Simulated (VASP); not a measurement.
These are AM05 GGA, VASP's PBE PAW potentials (set 64) (plane waves; VASP) values and carry that method's errors.

Input for VASP

### KPOINTS
```
k-points along high-symmetry lines
15
Line-mode
Reciprocal
  0.000000   0.000000   0.000000 ! GAMMA
  0.500000   0.000000   0.500000 ! X

  0.500000   0.000000   0.500000 ! X
  0.625000   0.250000   0.625000 ! U

  0.375000   0.375000   0.750000 ! K
  0.000000   0.000000   0.000000 ! GAMMA

  0.000000   0.000000   0.000000 ! GAMMA
  0.500000   0.500000   0.500000 ! L

  0.500000   0.500000   0.500000 ! L
  0.500000   0.250000   0.750000 ! W

  0.500000   0.250000   0.750000 ! W
  0.500000   0.000000   0.500000 ! X
```

### POSCAR
```
PbS
2.9595580
  0.0000000000   0.9999998779   0.9999998779
  0.9999998779   0.0000000000   0.9999998779
  0.9999998779   0.9999998779   0.0000000000
Pb S
1 1
Direct
  0.0000000000   0.0000000000   0.0000000000
  0.5000000000   0.5000000000   0.5000000000
```

INCAR:
```
NELM = 100   # most electronic steps
LMAXMIX = 4   # l cut-off of mixed one-centre charges
LORBIT = 11
ICHARG = 11
SYSTEM = PbS
LASPH = .True.
GGA = AM
EDIFF = 1E-7
ISMEAR = 0   # Gaussian
LREAL = .False.   # projection in real space or not
LCHARG = .False.
LWAVE = .False.
ENCUT = 520
SIGMA = 0.05   # width (eV)
ALGO = Normal
PREC = Accurate
```

POTCAR, in this order: Pb_d S (PBE.64 set). Program: vasp_std. Read from the step before: CHGCAR.

The resulting files:

**OUTCAR**
```
 ion  position               nearest neighbor table
   1  0.000  0.000  0.000-   2 2.96   2 2.96   2 2.96   2 2.96   2 2.96   2 2.96
   2  0.500  0.500  0.500-   1 2.96   1 2.96   1 2.96   1 2.96   1 2.96   1 2.96
  LATTYP: Found a face centered cubic cell.
 ALAT       =     5.9191152770
 Subroutine PRICEL returns:
 Original cell was already a primitive cell.
 Subroutine GETGRP returns: Found 48 space group operations
The static configuration has the point symmetry O_h .
The dynamic configuration has the point symmetry O_h .
 Subroutine INISYM returns: Found 48 space group operations
   k-points           NKPTS =     90   k-points in BZ     NKDIM =     90   number of bands    NBANDS=     14
   number of dos      NEDOS =    301   number of ions     NIONS =      2
   total plane-waves  NPLWV =  32768
   dimension x,y,z NGX =    32 NGY =   32 NGZ =   32
   dimension x,y,z NGXF=    64 NGYF=   64 NGZF=   64
   ions per type =               1   1
   PREC   = accura    normal or accurate (medium, high low for compatibility)
   ISTART =      0    job   : 0-new  1-cont  2-samecut
   ICHARG =     11    charge: 1-file 2-atom 10-const
   ISPIN  =      1    spin polarized calculation?
   LNONCOLLINEAR =      F non collinear calculations
   LSORBIT =      F    spin-orbit coupling
   INIWAV =      1    electr: 0-lowe 1-rand  2-diag
   ENCUT  =  520.0 eV  38.22 Ry    6.18 a.u.   7.78  7.78  7.78*2*pi/ulx,y,z
...
```

File OSZICAR:
```
       N       E                     dE             d eps       ncg     rms          rms(c)
DAV:   1     0.159672349842E+03    0.15967E+03   -0.99762E+03  2526   0.151E+03
DAV:   2     0.330605919294E+01   -0.15637E+03   -0.15289E+03  2676   0.362E+02
DAV:   3    -0.923273418324E+01   -0.12539E+02   -0.12319E+02  3380   0.105E+02
DAV:   4    -0.955097481460E+01   -0.31824E+00   -0.31805E+00  2810   0.194E+01
DAV:   5    -0.956257928180E+01   -0.11604E-01   -0.11604E-01  3500   0.366E+00
DAV:   6    -0.956315524204E+01   -0.57596E-03   -0.57596E-03  3330   0.689E-01
DAV:   7    -0.956316141083E+01   -0.61688E-05   -0.61688E-05  3642   0.651E-02
DAV:   8    -0.956316148209E+01   -0.71256E-07   -0.70466E-07  3174   0.795E-03
   1 F= -.95631615E+01 E0= -.95631614E+01  d E =-.757160E-07
```

OUTCAR:
```
 val. band max:        5.8391541933   @ k =   0.5000   0.5000   0.5000

 cond. band min:       6.1508378600   @ k =   0.5000   0.5000   0.5000



 k-point     1 :       0.0000    0.0000    0.0000
  band No.  band energies     occupation
      1     -10.9793      2.00000
      2     -10.9793      2.00000
      3     -10.9793      2.00000
      4     -10.9630      2.00000
      5     -10.9630      2.00000
      6      -7.7956      2.00000
      7      -0.1994      2.00000
      8       3.6373      2.00000
      9       3.6373      2.00000
     10       3.6373      2.00000
     11      11.0334      0.00000
     12      11.0334      0.00000
     13      11.0334      0.00000
     14      12.5212      0.00000

 k-point     2 :       0.0357    0.0000    0.0357
  band No.  band energies     occupation
      1     -10.9796      2.00000
      2     -10.9785      2.00000
      3     -10.9785      2.00000
      4     -10.9639      2.00000
      5     -10.9627      2.00000
      6      -7.7805      2.00000
      7      -0.2549      2.00000
      8       3.6198      2.00000
      9       3.6198      2.00000
     10       3.7237      2.00000
     11      10.7305      0.00000
     12      10.9770      0.00000
     13      10.9770      0.00000
     14      12.3958      0.00000

 k-point     3 :       0.0714    0.0000    0.0714
  band No.  band energies     occupation
      1     -10.9806      2.00000
      2     -10.9763      2.00000
      3     -10.9763      2.00000
      4     -10.9669      2.00000
      5     -10.9617      2.00000
      6      -7.7352      2.00000
      7      -0.4043      2.00000
      8       3.5683      2.00000
      9       3.5683      2.00000
     10       3.9595      2.00000
     11      10.0366      0.00000
     12      10.8558      0.00000
     13      10.8558      0.00000
     14      12.1047      0.00000

 k-point     4 :       0.1071    0.0000    0.1071
  band No.  band energies     occupation
      1     -10.9822      2.00000
...
```

The density is held fixed in this step, so its total energy and stress have no physical meaning. Unless said otherwise, spin-orbit coupling is left out, though it shifts the bands of the heavy elements here.

The compound is PbS in the rock salt structure. It was relaxed first.
